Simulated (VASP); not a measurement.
# SbAu (F-43m) in VASP: further runs

The runs below take SbAu through single point, with PBE, LDA.

Everything below comes from runs of VASP 6.6.1. Logs are shortened: lines on timing, memory, paths and dates and some standing lists are left out, and cuts for length are marked.

## (1) Starting point

The structure is cubic, space group F-43m (No. 216). Conventional cell: a = 6.222 Å, b = 6.222 Å, c = 6.222 Å, α = 90.00°, β = 90.00°, γ = 90.00°. Au (site symmetry -43m) has 4 Sb at 2.69 Å as nearest neighbours. Around Sb (site symmetry -43m) lie 4 Au at 2.69 Å.

The cell comes from a database or a generator and needn't be the stable form of this composition.

## (2) Single point, PBE

The input, INCAR:

```
SYSTEM = SbAu
  ALGO = Fast
  EDIFF = 1E-6
  ENCUT = 520
  GGA = PE
  ISIF = 2
  ISMEAR = -1
  LASPH = .True.
  LCHARG = .False.
  LREAL = .False.
  LWAVE = .False.
  NBANDS = 15
  NELM = 60
  PREC = Accurate
  SIGMA = 0.08
```

The input, KPOINTS:

```
k-points
0
Gamma
  10 10 10
  0 0 0
```

The input, POSCAR:

```
SbAu
1.0
    0.0000000000      3.1108764887      3.1108764887
    3.1108764887      0.0000000000      3.1108764887
    3.1108764887      3.1108764887      0.0000000000
Au Sb
1 1
Direct
    0.0000000000      0.0000000000      0.0000000000
    0.2500000000      0.2500000000      0.2500000000
```

Potentials or basis: VASP PAW PBE potentials, release 64 (Au, Sb).

Run with:

```
> cat potpaw_PBE.64/Au/POTCAR potpaw_PBE.64/Sb/POTCAR > POTCAR
> mpirun -np 1 vasp_std > vasp.out
```

OUTCAR:

```text
SYSTEM = SbAu
   EDIFF = 1E-6
   ENCUT = 520
   GGA = PE
   ISIF = 2
   ISMEAR = -1
   LASPH = .True.
   LREAL = .False.
   NELM = 60
   PREC = Accurate

 ion  position               nearest neighbor table
   1  0.000  0.000  0.000-   2 2.69   2 2.69   2 2.69   2 2.69
   2  0.250  0.250  0.250-   1 2.69   1 2.69   1 2.69   1 2.69

  LATTYP: Found a face centered cubic cell.
 ALAT       =     6.2217529774

  Lattice vectors:

 A1 = (   0.0000000000,   3.1108764887,   3.1108764887)
 A2 = (   3.1108764887,   0.0000000000,   3.1108764887)
 A3 = (   3.1108764887,   3.1108764887,   0.0000000000)

Analysis of symmetry for initial positions (statically):
=====================================================================
 Subroutine PRICEL returns:
 Original cell was already a primitive cell.

 Routine SETGRP: Setting up the symmetry group for a
 face centered cubic supercell.

 Subroutine GETGRP returns: Found 24 space group operations
 (whereof 24 operations were pure point group operations)
 out of a pool of 48 trial point group operations.

The static configuration has the point symmetry T_d .

Analysis of symmetry for dynamics (positions and initial velocities):
=====================================================================
 Subroutine PRICEL returns:
 Original cell was already a primitive cell.

 Routine SETGRP: Setting up the symmetry group for a
 face centered cubic supercell.

 Subroutine GETGRP returns: Found 24 space group operations
 (whereof 24 operations were pure point group operations)
 out of a pool of 48 trial point group operations.

The dynamic configuration has the point symmetry T_d .

 Subroutine INISYM returns: Found 24 space group operations
 (whereof 24 operations are pure point group operations),
 and found     1 'primitive' translations

----------------------------------------------------------------------------------------

                                     Primitive cell

  volume of cell :      60.2113

  direct lattice vectors                    reciprocal lattice vectors
     0.000000000  3.110876489  3.110876489    -0.160726407  0.160726407  0.160726407
     3.110876489  0.000000000  3.110876489     0.160726407 -0.160726407  0.160726407
     3.110876489  3.110876489  0.000000000     0.160726407  0.160726407 -0.160726407

  length of vectors
     4.399443721  4.399443721  4.399443721     0.278386303  0.278386303  0.278386303

  position of ions in fractional coordinates (direct lattice)
     0.000000000  0.000000000  0.000000000
     0.250000000  0.250000000  0.250000000

  ion indices of the primitive-cell ions
   primitive index   ion index
                 1           1
                 2           2

----------------------------------------------------------------------------------------

 KPOINTS: k-points

Automatic generation of k-mesh.
 Grid dimensions read from file:
 generate k-points for:   10   10   10

 Generating k-lattice:

  Cartesian coordinates                     Fractional coordinates (reciprocal lattice)
    -0.016072641  0.016072641  0.016072641     0.100000000  0.000000000  0.000000000
     0.016072641 -0.016072641  0.016072641     0.000000000  0.100000000  0.000000000
     0.016072641  0.016072641 -0.016072641     0.000000000  0.000000000  0.100000000

  Length of vectors
     0.027838630  0.027838630  0.027838630

  Shift w.r.t. Gamma in fractional coordinates (k-lattice)
     0.000000000  0.000000000  0.000000000

 Subroutine IBZKPT returns following result:
 ===========================================

 Found     47 irreducible k-points:

 Following reciprocal coordinates:
            Coordinates               Weight
  0.000000  0.000000  0.000000      1.000000
  0.100000  0.000000  0.000000      8.000000
  0.200000  0.000000  0.000000      8.000000
  0.300000  0.000000  0.000000      8.000000
  0.400000  0.000000  0.000000      8.000000
  0.500000  0.000000  0.000000      4.000000
[... 16 lines left out ...]
  0.300000  0.300000  0.000000      6.000000
  0.400000  0.300000  0.000000     24.000000
 [... further k-points ...]
   k-points           NKPTS =     47   k-points in BZ     NKDIM =     47   number of bands    NBANDS=     15
   number of dos      NEDOS =    301   number of ions     NIONS =      2
   total plane-waves  NPLWV =  46656
   dimension x,y,z NGX =    36 NGY =   36 NGZ =   36
   dimension x,y,z NGXF=    72 NGYF=   72 NGZF=   72
   ions per type =               1   1
   NGX,Y,Z   is equivalent  to a cutoff of  13.60, 13.60, 13.60 a.u.
   NGXF,Y,Z  is equivalent  to a cutoff of  27.21, 27.21, 27.21 a.u.
 SYSTEM =  SbAu
   PREC   = accura    normal or accurate (medium, high low for compatibility)
   ISTART =      0    job   : 0-new  1-cont  2-samecut
   ICHARG =      2    charge: 1-file 2-atom 10-const
   ISPIN  =      1    spin polarized calculation?
   LNONCOLLINEAR =      F non collinear calculations
   LSORBIT =      F    spin-orbit coupling
   LASPH  =      T    aspherical Exc in radial PAW
   ENCUT  =  520.0 eV  38.22 Ry    6.18 a.u.   8.18  8.18  8.18*2*pi/ulx,y,z
   NELM   =     60;   NELMIN=  2; NELMDL= -5     # of ELM steps
   EDIFF  = 0.1E-05   stopping-criterion for ELM
   LREAL  =      F    real-space projection
   EDIFFG = 0.1E-04   stopping-criterion for IOM
   NSW    =      0    number of steps for IOM
   IBRION =     -1    ionic relax: 0-MD 1-quasi-New 2-CG
   NFREE  =      0    steps in history (QN), initial steepest desc. (CG)
   ISIF   =      2    stress and relaxation
   ISYM   =      2    0-nonsym 1-usesym 2-fastsym
   POTIM  = 0.5000    time-step for ionic-motion
   TEBEG  =    0.0;   TEEND  =   0.0 temperature during run
   PSTRESS=    0.0 pullay stress
   NELECT =      16.0000    total number of electrons
   NUPDOWN=      -1.0000    fix difference up-down
   EMIN   =  10.00;   EMAX   =-10.00  energy-range for DOS
   EFERMI =   0.00;   METHOD = LEGACY
   ISMEAR =    -1;   SIGMA  =   0.08  broadening in eV -4-tet -1-fermi 0-gaus
   EFERMI_NEDOS =   21; number of points for ismear=-14 and -15
   IALGO  =     68    algorithm
   IMIX   =      4    mixing-type and parameters
     AMIX     =   0.40;   BMIX     =  1.00
     AMIX_MAG =   1.60;   BMIX_MAG =  1.00
  volume/ion in A,a.u.               =      30.11       203.16
  Fermi-wavevector in a.u.,A,eV,Ry     =   1.052500  1.988936 15.071936  1.107756
  Thomas-Fermi vector in A             =   2.187585
   LORBIT       =      0    0 simple, 1 ext, 2 COOP (PROOUT), +10 PAW based schemes
   GGA     = PE    functional components
   LHFCALC =     F    Hartree Fock is set to
   AEXX    =    0.0000 exact exchange contribution
   IVDW    =     0    specifies the selected vdW correction
   LEPSILON=     F    determine dielectric tensor
   LRPA    =     F    only Hartree local field effects (RPA)
 non-spin polarized calculation
 RMM-DIIS sequential band-by-band and
  energy-cutoff  :      520.00
  volume of cell :       60.21
 maximum number of plane-waves:      1639
 NGX is ok and might be reduce to    36
   NGX = 17   NGY = 17   NGZ = 17

 number of electron      16.0000001 magnetization

 Free energy of the ion-electron system (eV)
  ---------------------------------------------------
  ext. energy  EPLUGINS =         0.00000000
  ---------------------------------------------------
  free energy    TOTEN  =        -7.14899344 eV

  energy without entropy =       -7.11908951  energy(sigma->0) =       -7.13404147

 E-fermi :   4.9299     XC(G=0):  -9.3134

 val. band max:        4.9280361096   @ k =   0.5000   0.3000   0.1000
 cond. band min:       4.9441324418   @ k =   0.2000   0.1000   0.0000
 fundamental gap:      0.0160963322
 Fermi energy:         4.9298642446

 k-point     1 :       0.0000    0.0000    0.0000
  band No.  band energies     occupation
      1      -5.6821      2.00000
      2      -0.2130      2.00000
      3      -0.2130      2.00000
      4      -0.2130      2.00000
      5       0.7612      2.00000
      6       0.7612      2.00000
      7       7.1144      0.00000
      8       7.6066      0.00000
      9       7.6066      0.00000
     10       7.6066      0.00000
     11      10.4111      0.00000
     12      10.4111      0.00000
     13      10.4111      0.00000
     14      12.4741      0.00000
     15      15.6090      0.00000

 k-point     2 :       0.1000    0.0000    0.0000
  band No.  band energies     occupation
      1      -5.6027      2.00000
      2      -0.2307      2.00000
      3      -0.1886      2.00000
      4      -0.1886      2.00000
      5       0.7558      2.00000
      6       0.7558      2.00000
      7       6.0543      0.00000
      8       7.3900      0.00000
      9       7.3900      0.00000
     10       8.0597      0.00000
     11      10.4638      0.00000
     12      10.6473      0.00000
     13      10.6473      0.00000
     14      13.2692      0.00000
     15      15.0238      0.00000

 k-point     3 :       0.2000    0.0000    0.0000
  band No.  band energies     occupation
      1      -5.3819      2.00000
      2      -0.2539      2.00000
      3      -0.1280      2.00000
      4      -0.1280      2.00000
      5       0.7490      2.00000
      6       0.7490      2.00000
      7       4.5273      1.98704
      8       6.9255      0.00000
      9       6.9255      0.00000
     10       8.0819      0.00000
     11      11.0986      0.00000
     12      11.0986      0.00000
     13      11.1878      0.00000
     14      13.7230      0.00000
     15      14.6681      0.00000
[... 343 lines left out ...]
 k-point    23 :       0.3000    0.3000    0.0000
  band No.  band energies     occupation
      1      -4.8619      2.00000
      2      -0.4947      2.00000
      3       0.1563      2.00000
      4       0.1563      2.00000
      5       0.6576      2.00000
      6       0.8364      2.00000
      7       3.4245      2.00000
      8       5.0090      0.54200
      9       5.0090      0.54200
     10       8.5411      0.00000
     11       9.5418      0.00000
     12      13.6400      0.00000
     13      13.6660      0.00000
     14      13.6660      0.00000
     15      16.1795      0.00000

 k-point    24 :       0.4000    0.3000    0.0000
  band No.  band energies     occupation
      1      -4.6351      2.00000
      2      -0.4908      2.00000
      3       0.2413      2.00000
      4       0.2430      2.00000
      5       0.7329      2.00000
      6       0.8478      2.00000
      7       2.6440      2.00000
      8       4.4536      1.99482
      9       4.6914      1.90336
     10       8.7420      0.00000
     11       9.5564      0.00000
     12      13.2493      0.00000
     13      14.0285      0.00000
     14      15.3306      0.00000
     15      16.4427      0.00000

 [... further k-points ...]

------------------------ aborting loop because EDIFF is reached ----------------------------------------

  FORCE on cell =-STRESS in cart. coord.  units (eV):
  Direction    XX          YY          ZZ          XY          YZ          ZX
  --------------------------------------------------------------------------------------
  -------------------------------------------------------------------------------------
  Total       -0.0975451     -0.0975451     -0.0975451     -0.0000000      0.0000000      0.0000000
  in kB       -2.5956005     -2.5956005     -2.5956005     -0.0000000      0.0000000      0.0000000
  external PRESSURE =      -2.5956005 kB  Pullay stress =       0.0000000 kB

 VOLUME and BASIS-vectors are now :
 -----------------------------------------------------------------------------
  energy-cutoff  :      520.00
  volume of cell :       60.21
      direct lattice vectors                 reciprocal lattice vectors
     0.000000000  3.110876489  3.110876489    -0.160726407  0.160726407  0.160726407
     3.110876489  0.000000000  3.110876489     0.160726407 -0.160726407  0.160726407
     3.110876489  3.110876489  0.000000000     0.160726407  0.160726407 -0.160726407

 POSITION                                       TOTAL-FORCE (eV/Angst)
 -----------------------------------------------------------------------------------
      0.00000      0.00000      0.00000         0.000000     -0.000000     -0.000000
      1.55544      1.55544      1.55544        -0.000000      0.000000      0.000000
 -----------------------------------------------------------------------------------
    total drift:                               -0.000000     -0.000000     -0.000000

  FREE ENERGIE OF THE ION-ELECTRON SYSTEM (eV)
  ---------------------------------------------------
  free  energy   TOTEN  =        -7.1489934423 eV

  energy  without entropy=       -7.1190895074  energy(sigma->0) =       -7.13404147
```

Wall time 34 s (1 thread of Intel Xeon Platinum 8559C (Emerald Rapids), shared host); peak memory 0.22 GiB.

Results:

```yaml
Free_energy: -7.1490 eV
Pressure: -0.3 GPa
Band_gap_on_the_k_mesh: none (metal or under the smearing width)
```

## (3) Single point, LDA

The input, INCAR:

```
SYSTEM = SbAu
PREC = Accurate
ENCUT = 520
EDIFF = 1E-6
ISMEAR = -1
SIGMA = 0.08
LREAL = .False.
LASPH = .True.
NELM = 100
ALGO = Normal
ISIF = 2
LWAVE = .False.
LCHARG = .False.
GGA = CA
NBANDS = 15
```

The input, KPOINTS:

```
Automatic mesh
0
Gamma
  10 10 10
  0 0 0
```

POSCAR is that of step 2.

Potentials or basis: VASP PAW LDA potentials, release 64 (Au, Sb).

Run with:

```
> cat potpaw_LDA.64/Au/POTCAR potpaw_LDA.64/Sb/POTCAR > POTCAR
> mpirun -np 1 vasp_std > vasp.out
```

Run time: 28 s. Hardware: 1 thread of Intel Xeon Platinum 8559C (Emerald Rapids), shared host; peak memory 0.18 GiB.

Results (log left out):

```
Free energy            : -8.8201 eV
Pressure               : -4.9 GPa
Band gap on the k mesh : none (metal or under the smearing width)
```

Levels at points of the mesh, in eV from the Fermi level:
```
           k point  band 5  band 6  band 7  band 8  band 9  band 10  band 11  band 12
(0.00, 0.00, 0.00)   -4.14   -4.14    2.10    2.68    2.68     2.68     5.46     5.46
(0.50, 0.00, 0.00)   -4.10   -4.10   -3.76    1.06    1.06     2.81     6.48     6.48
(0.50, 0.50, 0.00)   -4.03   -3.69   -3.56   -0.88   -0.88     3.64     3.79    10.59
```

The run has no spin-orbit coupling, so splittings on Au, Sb are missing.
